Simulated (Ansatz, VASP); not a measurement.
## Ba2TaSe4: VASP beside Ansatz

Wanted: the spread between two codes on one cell, functional and k mesh. The cell is invented: As first built, before any earlier steps moved the atoms (in the runner's words): it takes the Ba2ZrS4 structure with some of its atoms replaced by other elements, volume scaled by an estimate. It may not be a known or stable phase. The cell is taken from a series of VASP runs on this material, whose earlier steps may have relaxed, scaled or displaced it; both programs get it as it stands.

Main program and level: Ansatz 0.2.0; plane waves, with VASP 6.6.1 beside it; relaxation of cell and atoms at PBE.

### Step 1. The structure

It takes space group I4/mmm (No. 139, tetragonal). Conventional cell: a = 5.075 Å, b = 5.075 Å, c = 16.416 Å, α = 90.00°, β = 90.00°, γ = 90.00°. Nearest to Ta lie 6 Se at 2.54 to 2.67 Å. Nearest to Ba lie 9 Se at 3.23 to 3.61 Å. Se has 2 Ta at 2.54 Å and 4 Ba at 3.43 Å nearest. Nearest to Se lie 1 Ta at 2.67 Å and 5 Ba at 3.23 to 3.61 Å. As first built, before any earlier steps moved the atoms (in the runner's words): sites of the Ba2ZrS4 structure (space group 139) filled with other elements, volume scaled by an estimate. Farther neighbours and most contacts between anions are not listed.

### Step 2. VASP: relaxation of cell and atoms, PBE

The relaxed volume is the usual yardstick between codes: its relative difference is about their pressure difference at one cell divided by the bulk modulus.

Lines of VASP's logs that name or quote its potential files are left out, and so is its time.

Contents of INCAR:

```
SYSTEM = Ba2TaSe4
PREC = Accurate
ENCUT = 520
EDIFF = 1E-06
NELM = 100
ISMEAR = -1
SIGMA = 0.05
LREAL = .FALSE.
ALGO = Normal
GGA = PE
NBANDS = 34
LORBIT = 11
LWAVE = .FALSE.
LCHARG = .FALSE.
KPAR = 2
IBRION = 2
NSW = 60
ISIF = 3
EDIFFG = -0.01
```

Contents of POSCAR:

```
Ba2TaSe4
1.0
   -2.5376330992      2.5376330992      8.2078831919
    2.5376330992     -2.5376330992      8.2078831919
    2.5376330992      2.5376330992     -8.2078831919
Ta Ba Se
1 2 4
Direct
    0.0000000000      0.0000000000      0.0000000000
    0.6408807346      0.6408807346      0.0000000000
    0.3591192654      0.3591192654      0.0000000000
    0.5000000000      0.0000000000      0.5000000000
    0.0000000000      0.5000000000      0.5000000000
    0.8373989808      0.8373989808      0.0000000000
    0.1626010192      0.1626010192      0.0000000000
```

Contents of KPOINTS:

```
Automatic mesh
0
Gamma
6 6 6
0 0 0
```

PAW data sets: Ta_pv, Ba_sv and Se (PBE family, release 64).

The run is started by

```console
mpirun -np 2 vasp_std
```

Numbers of over 12 decimals in the logs are rounded to 6 here.

Output:

```text
[banner, memory and clock lines left out]
running    2 mpi-ranks, on    1 nodes
 distrk:  each k-point on    1 cores,    2 groups
 distr:  one band on    1 cores,    1 groups

 POSCAR found type information on POSCAR TaBaSe
 POSCAR found :  3 types and       7 ions
 LDA part: xc-table for (Slater+PW92), standard interpolation
 POSCAR, INCAR and KPOINTS ok, starting setup
 FFT: planning ... GRIDC
 FFT: planning ... GRID_SOFT
 FFT: planning ... GRID
 WAVECAR not read
 entering main loop
       N       E                     dE             d eps       ncg     rms          rms(c)
DAV:   1     0.390177410973E+03    0.39018E+03   -0.24625E+04  2176   0.139E+03
DAV:   2    -0.938710812122E+01   -0.39956E+03   -0.39249E+03  2742   0.285E+02
DAV:   3    -0.409790126892E+02   -0.31592E+02   -0.31328E+02  2698   0.787E+01
DAV:   4    -0.420020068834E+02   -0.10230E+01   -0.10190E+01  3072   0.124E+01
DAV:   5    -0.420233724155E+02   -0.21366E-01   -0.21329E-01  2744   0.182E+00    0.152E+01
DAV:   6    -0.396340084735E+02    0.23894E+01   -0.10560E+01  2502   0.126E+01    0.650E+00
DAV:   7    -0.396012121264E+02    0.32796E-01   -0.11081E+00  2564   0.426E+00    0.378E+00
DAV:   8    -0.396040501723E+02   -0.28380E-02   -0.15863E-01  2734   0.209E+00    0.468E-01
DAV:   9    -0.396081383977E+02   -0.40882E-02   -0.10945E-02  2634   0.536E-01    0.205E-01
DAV:  10    -0.396095952465E+02   -0.14568E-02   -0.17020E-03  2646   0.202E-01    0.938E-02
DAV:  11    -0.396101894177E+02   -0.59417E-03   -0.48192E-04  2602   0.102E-01    0.400E-02
DAV:  12    -0.396103865595E+02   -0.19714E-03   -0.26607E-04  2436   0.761E-02    0.235E-02
DAV:  13    -0.396103940070E+02   -0.74476E-05   -0.37488E-05  2936   0.247E-02    0.814E-03
DAV:  14    -0.396103953323E+02   -0.13253E-05   -0.40072E-06  2234   0.942E-03    0.307E-03
DAV:  15    -0.396103952124E+02    0.11996E-06   -0.15473E-06  1936   0.543E-03
   1 F= -.39610395E+02 E0= -.39597724E+02  d E =-.396104E+02
[...]
2 F= -.39610754E+02 E0= -.39598091E+02  d E =-.358664E-03
[...]
3 F= -.39610757E+02 E0= -.39598095E+02  d E =-.361787E-03
[...]
4 F= -.39610871E+02 E0= -.39598140E+02  d E =-.114340E-03
[...]
5 F= -.39610875E+02 E0= -.39598123E+02  d E =-.118007E-03
 curvature:  -0.75 expect dE=-0.555E-04 dE for cont linesearch -0.443E-07
 trial: gam= 0.40519 g(F)=  0.504E-04 g(S)=  0.233E-04 ort =-0.382E-05 (trialstep = 0.108E+01)
 search vector abs. value=  0.111E-03
 bond charge predicted
       N       E                     dE             d eps       ncg     rms          rms(c)
DAV:   1    -0.396109120705E+02   -0.36529E-04   -0.79218E-03  2052   0.340E-01    0.271E-02
DAV:   2    -0.396109325134E+02   -0.20443E-04   -0.29110E-04  2516   0.719E-02    0.108E-02
DAV:   3    -0.396109334672E+02   -0.95388E-06   -0.10952E-05  3044   0.113E-02    0.657E-03
DAV:   4    -0.396109335414E+02   -0.74169E-07   -0.78418E-07  1568   0.406E-03
   6 F= -.39610934E+02 E0= -.39598176E+02  d E =-.585357E-04
 trial-energy change:   -0.000059  1 .order   -0.000058   -0.000078   -0.000039
 step:   2.1388(harm=  2.1388)  dis= 0.00271  next Energy=   -39.610952 (dE=-0.771E-04)
 reached required accuracy - stopping structural energy minimisation
```

From OUTCAR (step 2):

```text
ion  position               nearest neighbor table
   1  0.000  0.000  0.000-   4 2.54   5 2.54   5 2.54   4 2.54   6 2.67   7 2.67
   2  0.641  0.641  0.000-   6 3.23   5 3.43   4 3.43   4 3.43   5 3.43   7 3.61   7 3.61   7 3.61
                             7 3.61   3 4.63
   3  0.359  0.359  0.000-   7 3.23   4 3.43   5 3.43   4 3.43   5 3.43   6 3.61   6 3.61   6 3.61
                             6 3.61   2 4.63
   4  0.500  0.000  0.500-   1 2.54   1 2.54   3 3.43   2 3.43   3 3.43   2 3.43
   5  0.000  0.500  0.500-   1 2.54   1 2.54   3 3.43   2 3.43   2 3.43   3 3.43
   6  0.837  0.837  0.000-   1 2.67   2 3.23   3 3.61   3 3.61   3 3.61   3 3.61
   7  0.163  0.163  0.000-   1 2.67   3 3.23   2 3.61   2 3.61   2 3.61   2 3.61

  LATTYP: Found a body centered tetragonal cell.
 ALAT       =     5.0752661984
 C/A-ratio  =     3.2344641132

 Subroutine GETGRP returns: Found 16 space group operations
 (whereof 16 operations were pure point group operations)

The static configuration has the point symmetry D_4h.

 Found     30 irreducible k-points:

   k-points           NKPTS =     30   k-points in BZ     NKDIM =     30   number of bands    NBANDS=     34

   dimension x,y,z NGX =    70 NGY =   70 NGZ =   70
   dimension x,y,z NGXF=   140 NGYF=  140 NGZF=  140

   ENCUT  =  520.0 eV  38.22 Ry    6.18 a.u.  16.66 16.66 16.66*2*pi/ulx,y,z

   NELECT =      55.0000    total number of electrons

 k-points in reciprocal lattice and weights: Automatic mesh
   0.00000000  0.00000000  0.00000000       0.005
   0.16666667  0.00000000 -0.00000000       0.037
   0.33333333  0.00000000 -0.00000000       0.037
   0.50000000  0.00000000  0.00000000       0.019
   0.16666667  0.16666667 -0.00000000       0.037
   0.33333333  0.16666667  0.00000000       0.074
   0.50000000  0.16666667  0.00000000       0.074
  -0.33333333  0.16666667  0.00000000       0.074
  -0.16666667  0.16666667  0.00000000       0.019
[...]
-0.33333333 -0.33333333  0.33333333       0.009
   0.50000000  0.50000000  0.50000000       0.005

 average (electrostatic) potential at core
       1 -40.8933       2 -36.9960       3 -36.9960       4 -55.1518       5 -55.1518
       6 -54.4304       7 -54.4304

 E-fermi :   3.5616

 k-point     1 :       0.0000    0.0000    0.0000
  band No.  band energies     occupation
    ...
     26       2.1895      2.00000
     27       2.2188      2.00000
     28       2.2188      2.00000
     29       3.2617      1.99505
     30       3.2617      1.99505
     31       4.4023      0.00000
     32       4.6951      0.00000
     33       5.1059      0.00000
     34       5.7555      0.00000

 k-point     2 :       0.1667    0.0000   -0.0000
  band No.  band energies     occupation
    ...
     26       1.9916      2.00000
     27       2.1375      2.00000
     28       3.1057      1.99978
     29       3.3578      1.96662
     30       3.4532      1.79483
     31       4.6520      0.00000
     32       5.1877      0.00000
     33       5.6893      0.00000
     34       5.9192      0.00000

 k-point     3 :       0.3333    0.0000   -0.0000
  band No.  band energies     occupation
    ...
     24       0.9515      2.00000
     25       1.6323      2.00000
     26       1.7321      2.00000
     27       2.0253      2.00000
     28       3.5339      1.27070
     29       4.1541      0.00001
     30       4.1981      0.00001
     31       4.7809      0.00000
     32       5.9322      0.00000
     33       6.3622      0.00000
    ...

  Total        0.0009687      0.0009687     -0.0366096      0.0000000      0.0000000      0.0000000
  in kB        0.0073469      0.0073469     -0.2776432      0.0000000      0.0000000      0.0000000
  external PRESSURE =      -0.0876498 kB  Pullay stress =       0.0000000 kB

  energy-cutoff  :      520.00
  volume of cell :      211.26
      direct lattice vectors                 reciprocal lattice vectors
    -2.533747042  2.533747042  8.226817226     0.000000000  0.197336195  0.060776846
     2.533747042 -2.533747042  8.226817226     0.197336195  0.000000000  0.060776846
     2.533747042  2.533747042 -8.226817226     0.197336195  0.197336195  0.000000000

 POSITION                                       TOTAL-FORCE (eV/Angst)
 -----------------------------------------------------------------------------------
      0.00000      0.00000     16.45363        -0.000000     -0.000000      0.000000
      0.00000      0.00000     10.54874        -0.000000     -0.000000      0.009289
      0.00000      0.00000      5.90489         0.000000      0.000000     -0.009289
      2.53375      0.00000      8.22682        -0.000000     -0.000000      0.000000
      0.00000      2.53375      8.22682        -0.000000     -0.000000      0.000000
      2.53375      2.53375      5.55415         0.000000      0.000000      0.006470
      0.00000      0.00000      2.67267        -0.000000     -0.000000     -0.006470
 -----------------------------------------------------------------------------------
    total drift:                                0.000000     -0.000000     -0.000000

  FREE ENERGIE OF THE ION-ELECTRON SYSTEM (eV)
  ---------------------------------------------------
  free  energy   TOTEN  =       -39.6109335414 eV

  energy  without entropy=      -39.5854184145  energy(sigma->0) =      -39.59817598

 reached required accuracy - stopping structural energy minimisation

 total charge
# of ion       s       p       d       tot
------------------------------------------
    1        0.290   6.164   2.233   8.687
    2        1.997   5.603   0.250   7.850
    3        1.997   5.603   0.250   7.850
    4        1.442   2.479   0.037   3.958
    5        1.442   2.479   0.037   3.958
    6        1.441   2.404   0.013   3.858
    7        1.441   2.404   0.013   3.858
--------------------------------------------------
tot         10.051  27.135   2.833  40.019

[... 3 further parts left out ...]
```

CONTCAR:

```
Ba2TaSe4
   1.00000000000000
    -2.5337470419452366    2.5337470419452366    8.2268172263710593
     2.5337470419452366   -2.5337470419452366    8.2268172263710593
     2.5337470419452366    2.5337470419452366   -8.2268172263710593
  Ta              Ba              Se
     1     2     4
Direct
     1.0000000000000000    1.0000000000000000    0.0000000000000000
     0.6411192436668181    0.6411192436668181    0.0000000000000000
     0.3588807563331819    0.3588807563331819    0.0000000000000000
     0.5000000000000000    1.0000000000000000    0.5000000000000000
     1.0000000000000000    0.5000000000000000    0.5000000000000000
     0.8375634815403660    0.8375634815403660    1.0000000000000000
     0.1624365184596341    0.1624365184596341    0.0000000000000000
```

This run has no spin polarisation. Its electron count is odd, so without a moment it is a metal by construction. The run keeps the 16 symmetry operations of its start, so it cannot find a distortion of lower symmetry.

[end of part 1 of 2]

[Lines on the potential files, build, host, timing and source positions are cut from VASP's logs without a mark.]

[Logs are printed without paths, hosts, clocks, repeated set-up lines and the standing remarks that a program may print on its own settings, such as how far it seeks lower states.]

[Hosts, paths, dates, database ids (printed as entryN), source tags and the programs' standing remarks are cut or masked in the printed files.]
